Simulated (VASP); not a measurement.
# Tl3S (I4/mmm) in VASP: equation of state

How stiff is Tl3S in PBE, and what volume does it want? The cell is scaled to several volumes.

Everything below comes from runs of VASP 6.6.1. Logs are shortened: lines on timing, memory, paths and dates and some standing lists are left out, and cuts for length are marked.

## 1. The crystal as given

The structure is tetragonal, space group I4/mmm (No. 139). The conventional cell has a = 4.702 Å, b = 4.702 Å, c = 10.286 Å, α = 90.00°, β = 90.00°, γ = 90.00°. Around Tl (site symmetry 4/mmm) lie 4 S at 3.32 Å and 8 Tl at 3.48 Å. Tl (site symmetry -4m2) has 8 Tl at 3.32 to 3.48 Å and 4 S at 3.48 Å as nearest neighbours. S (site symmetry 4/mmm) is surrounded by 12 Tl at 3.32 to 3.48 Å.

The cell comes from a database or a generator and needn't be the stable form of this composition.

## 2. Equation of state, PBE, 26.72 Å³/atom (volume scaled by 0.94)

INCAR

```
ALGO = Normal
EDIFF = 1E-7
ENCUT = 520
GGA = PE
ISIF = 2
ISMEAR = -1
LASPH = True
LCHARG = False
LREAL = False
LWAVE = False
NBANDS = 30
NELM = 60
PREC = Accurate
SIGMA = 0.05
```

KPOINTS

```
k-points
0
Gamma
  8 8 8
```

POSCAR

```
Tl3S
1.0
   -2.3029775540      2.3029775540      5.0378164195
    2.3029775540     -2.3029775540      5.0378164195
    2.3029775540      2.3029775540     -5.0378164195
Tl S
3 1
Direct
    0.5000000000      0.5000000000      0.0000000000
    0.2500000000      0.7500000000      0.5000000000
    0.7500000000      0.2500000000      0.5000000000
    0.0000000000      0.0000000000      0.0000000000
```

Potentials or basis: VASP PAW PBE potentials, release 64 (Tl_d, S).

The run is started by

```sh
$ cat potpaw_PBE.64/Tl_d/POTCAR potpaw_PBE.64/S/POTCAR > POTCAR
$ mpirun -np 1 vasp_std > vasp.out
```

OUTCAR:

```text
EDIFF = 1E-7
   ENCUT = 520
   GGA = PE
   ISIF = 2
   ISMEAR = -1
   LASPH = True
   LREAL = False
   NELM = 60
   PREC = Accurate

 Found     59 irreducible k-points:

 Following reciprocal coordinates:
            Coordinates               Weight
  0.000000  0.000000  0.000000      1.000000
  0.125000 -0.000000  0.000000      8.000000
  0.250000 -0.000000  0.000000      8.000000
  0.375000 -0.000000  0.000000      8.000000
  0.500000 -0.000000  0.000000      4.000000
  0.125000  0.125000  0.000000      8.000000
   k-points           NKPTS =     59   k-points in BZ     NKDIM =     59   number of bands    NBANDS=     30
   number of dos      NEDOS =    301   number of ions     NIONS =      4
   total plane-waves  NPLWV = 110592
   dimension x,y,z NGX =    48 NGY =   48 NGZ =   48
   dimension x,y,z NGXF=    96 NGYF=   96 NGZF=   96
   ions per type =               3   1
   NGX,Y,Z   is equivalent  to a cutoff of  13.30, 13.30, 13.30 a.u.
   NGXF,Y,Z  is equivalent  to a cutoff of  26.60, 26.60, 26.60 a.u.
 SYSTEM =  unknown system
   PREC   = accura    normal or accurate (medium, high low for compatibility)
   ISTART =      0    job   : 0-new  1-cont  2-samecut
   ICHARG =      2    charge: 1-file 2-atom 10-const
   ISPIN  =      1    spin polarized calculation?
   LNONCOLLINEAR =      F non collinear calculations
   LSORBIT =      F    spin-orbit coupling
   LASPH  =      T    aspherical Exc in radial PAW
   ENCUT  =  520.0 eV  38.22 Ry    6.18 a.u.  11.15 11.15 11.15*2*pi/ulx,y,z
   NELM   =     60;   NELMIN=  2; NELMDL= -5     # of ELM steps
   EDIFF  = 0.1E-06   stopping-criterion for ELM
   LREAL  =      F    real-space projection
   EDIFFG = 0.1E-05   stopping-criterion for IOM
   NSW    =      0    number of steps for IOM
   IBRION =     -1    ionic relax: 0-MD 1-quasi-New 2-CG
   NFREE  =      0    steps in history (QN), initial steepest desc. (CG)
   ISIF   =      2    stress and relaxation
   ISYM   =      2    0-nonsym 1-usesym 2-fastsym
   POTIM  = 0.5000    time-step for ionic-motion
   TEBEG  =    0.0;   TEEND  =   0.0 temperature during run
   PSTRESS=    0.0 pullay stress
   NELECT =      45.0000    total number of electrons
   NUPDOWN=      -1.0000    fix difference up-down
   EMIN   =  10.00;   EMAX   =-10.00  energy-range for DOS
   EFERMI =   0.00;   METHOD = LEGACY
   ISMEAR =    -1;   SIGMA  =   0.05  broadening in eV -4-tet -1-fermi 0-gaus
   EFERMI_NEDOS =   21; number of points for ismear=-14 and -15
   IALGO  =     38    algorithm
   IMIX   =      4    mixing-type and parameters
     AMIX     =   0.40;   BMIX     =  1.00
     AMIX_MAG =   1.60;   BMIX_MAG =  1.00
  volume/ion in A,a.u.               =      26.72       180.31
  Fermi-wavevector in a.u.,A,eV,Ry     =   1.227020  2.318732 20.484644  1.505579
  Thomas-Fermi vector in A             =   2.361999
   LORBIT       =      0    0 simple, 1 ext, 2 COOP (PROOUT), +10 PAW based schemes
   GGA     = PE    functional components
   LHFCALC =     F    Hartree Fock is set to
   AEXX    =    0.0000 exact exchange contribution
   IVDW    =     0    specifies the selected vdW correction
   LEPSILON=     F    determine dielectric tensor
   LRPA    =     F    only Hartree local field effects (RPA)
 non-spin polarized calculation
  energy-cutoff  :      520.00
  volume of cell :      106.88
 maximum number of plane-waves:      2896
 NGX is ok and might be reduce to    48
   NGX = 23   NGY = 23   NGZ = 23

 number of electron      45.0000001 magnetization

 Free energy of the ion-electron system (eV)
  ---------------------------------------------------
  ext. energy  EPLUGINS =         0.00000000
  ---------------------------------------------------
  free energy    TOTEN  =       -11.17010409 eV

  energy without entropy =      -11.16114545  energy(sigma->0) =      -11.16562477

 E-fermi :   6.0287     XC(G=0): -10.0475

 val. band max:        5.9933397753   @ k =  -0.3750  -0.3750   0.1250
 cond. band min:       6.0390205115   @ k =   0.1250  -0.0000   0.0000
 fundamental gap:      0.0456807361
 Fermi energy:         6.0287250524

 k-point     1 :       0.0000    0.0000    0.0000
  band No.  band energies     occupation
      1      -6.2433      2.00000
      2      -6.0493      2.00000
      3      -5.8263      2.00000
      4      -5.7606      2.00000
      5      -5.5957      2.00000
      6      -5.5957      2.00000
[... 22 lines left out ...]
     29      13.0559      0.00000
     30      14.0184      0.00000

 k-point     2 :       0.1250   -0.0000    0.0000
  band No.  band energies     occupation
      1      -6.2001      2.00000
      2      -6.0141      2.00000
      3      -5.8001      2.00000
      4      -5.7279      2.00000
      5      -5.6125      2.00000
      6      -5.6040      2.00000
[... 22 lines left out ...]
     29      12.8451      0.00000
     30      14.0724      0.00000

 k-point     3 :       0.2500   -0.0000    0.0000
  band No.  band energies     occupation
      1      -6.1053      2.00000
      2      -5.9122      2.00000
      3      -5.7238      2.00000
      4      -5.6556      2.00000
      5      -5.6407      2.00000
      6      -5.5732      2.00000
[... 22 lines left out ...]
     29      12.4779      0.00000
     30      13.0517      0.00000

 k-point     4 :       0.3750   -0.0000    0.0000
  band No.  band energies     occupation
      1      -6.0095      2.00000
      2      -5.7568      2.00000
      3      -5.6578      2.00000
      4      -5.6505      2.00000
      5      -5.5880      2.00000
      6      -5.5484      2.00000
[... 22 lines left out ...]
     29      11.6181      0.00000
     30      11.6268      0.00000

 k-point     5 :       0.5000   -0.0000    0.0000
  band No.  band energies     occupation
      1      -5.9553      2.00000
      2      -5.6864      2.00000
      3      -5.6803      2.00000
      4      -5.5538      2.00000
      5      -5.5391      2.00000
      6      -5.5019      2.00000
[... 22 lines left out ...]
     29      10.6842      0.00000
     30      10.7674      0.00000

 k-point     6 :       0.1250    0.1250    0.0000
  band No.  band energies     occupation
      1      -6.1667      2.00000
      2      -5.9891      2.00000
      3      -5.7706      2.00000
      4      -5.6958      2.00000
      5      -5.6279      2.00000
      6      -5.6242      2.00000
[... 22 lines left out ...]
     29      12.1643      0.00000
     30      13.3571      0.00000

 [... further k-points ...]
[... 5 lines left out ...]
  --------------------------------------------------------------------------------------
  -------------------------------------------------------------------------------------
  Total        1.5384245      1.5384245      1.5616470      0.0000000     -0.0000000      0.0000000
  in kB       23.0624283     23.0624283     23.4105551      0.0000000     -0.0000000      0.0000000
  external PRESSURE =      23.1784706 kB  Pullay stress =       0.0000000 kB

 VOLUME and BASIS-vectors are now :
 -----------------------------------------------------------------------------
  energy-cutoff  :      520.00
  volume of cell :      106.88
      direct lattice vectors                 reciprocal lattice vectors
    -2.302977554  2.302977554  5.037816420     0.000000000  0.217110236  0.099249349
     2.302977554 -2.302977554  5.037816420     0.217110236  0.000000000  0.099249349
     2.302977554  2.302977554 -5.037816420     0.217110236  0.217110236  0.000000000

 POSITION                                       TOTAL-FORCE (eV/Angst)
 -----------------------------------------------------------------------------------
      0.00000      0.00000      5.03782        -0.000000      0.000000     -0.000000
      2.30298      0.00000      2.51891         0.000000      0.000000     -0.000000
      0.00000      2.30298      2.51891         0.000000     -0.000000      0.000000
      0.00000      0.00000      0.00000        -0.000000      0.000000     -0.000000
 -----------------------------------------------------------------------------------
    total drift:                                0.000000     -0.000000      0.000000

  FREE ENERGIE OF THE ION-ELECTRON SYSTEM (eV)
  ---------------------------------------------------
  free  energy   TOTEN  =       -11.1701040882 eV

  energy  without entropy=      -11.1611454455  energy(sigma->0) =      -11.16562477
```

It took 4.1 min on 1 thread of Intel Xeon Platinum 8488C (Sapphire Rapids), shared host; peak memory 0.4 GiB.

What came out:

| Item | Value |
| --- | --- |
| Free energy | -11.1701 eV |
| Pressure | 2.3 GPa |
| Band gap on the k mesh | none (metal or under the smearing width) |

## 3. Equation of state, PBE, 27.29 Å³/atom (volume scaled by 0.96)

INCAR

```
SYSTEM = Tl3S
PREC = Accurate
ENCUT = 520
EDIFF = 1E-7
ISMEAR = -1
SIGMA = 0.05
LREAL = .False.
LASPH = .True.
NELM = 100
ALGO = Normal
ISIF = 2
LWAVE = .False.
LCHARG = .False.
GGA = PE
NBANDS = 30
```

KPOINTS

```
Automatic mesh
0
Gamma
  8 8 8
  0 0 0
```

POSCAR

```
Tl3S
1.0
   -2.3191962402      2.3191962402      5.0732951688
    2.3191962402     -2.3191962402      5.0732951688
    2.3191962402      2.3191962402     -5.0732951688
Tl S
3 1
Direct
    0.5000000000      0.5000000000      0.0000000000
    0.2500000000      0.7500000000      0.5000000000
    0.7500000000      0.2500000000      0.5000000000
    0.0000000000      0.0000000000      0.0000000000
```

Potentials or basis: VASP PAW PBE potentials, release 64 (Tl_d, S).

The run is started by

```sh
$ cat potpaw_PBE.64/Tl_d/POTCAR potpaw_PBE.64/S/POTCAR > POTCAR
$ mpirun -np 1 vasp_std > vasp.out
```

Wall time 6.5 min (1 thread of Intel Xeon Platinum 8488C (Sapphire Rapids), shared host); peak memory 0.4 GiB.

Results (log left out):

| Quantity | Value |
| --- | --- |
| Free energy | -11.1978 eV |
| Pressure | 1.5 GPa |
| Band gap on the k mesh | none (metal or under the smearing width) |

## 4. Equation of state, PBE, 27.86 Å³/atom (volume scaled by 0.98)

INCAR

```
PREC = Accurate
ENCUT = 520
EDIFF = 1E-7
ISMEAR = -1
SIGMA = 0.05
LREAL = F
LASPH = T
NELM = 100
ALGO = Normal
ISIF = 2
LWAVE = F
LCHARG = F
GGA = PE
NBANDS = 30
```

KPOINTS

```
regular mesh
0
Gamma
  8 8 8
```

POSCAR

```
Tl3S
1.0
   -2.3351912024      2.3351912024      5.1082845170
    2.3351912024     -2.3351912024      5.1082845170
    2.3351912024      2.3351912024     -5.1082845170
Tl S
3 1
Direct
    0.5000000000      0.5000000000      0.0000000000
    0.2500000000      0.7500000000      0.5000000000
    0.7500000000      0.2500000000      0.5000000000
    0.0000000000      0.0000000000      0.0000000000
```

The run is started by

```sh
$ cat potpaw_PBE.64/Tl_d/POTCAR potpaw_PBE.64/S/POTCAR > POTCAR
$ mpirun -np 1 vasp_std > vasp.out
```

Wall time 5.3 min (1 thread of Intel Xeon Platinum 8488C (Sapphire Rapids), shared host); peak memory 0.41 GiB.

Results (log left out):

| Item | Value |
| --- | --- |
| Free energy | -11.2139 eV |
| Pressure | 0.7 GPa |
| Band gap on the k mesh | none (metal or under the smearing width) |

[end of part 1 of 2]
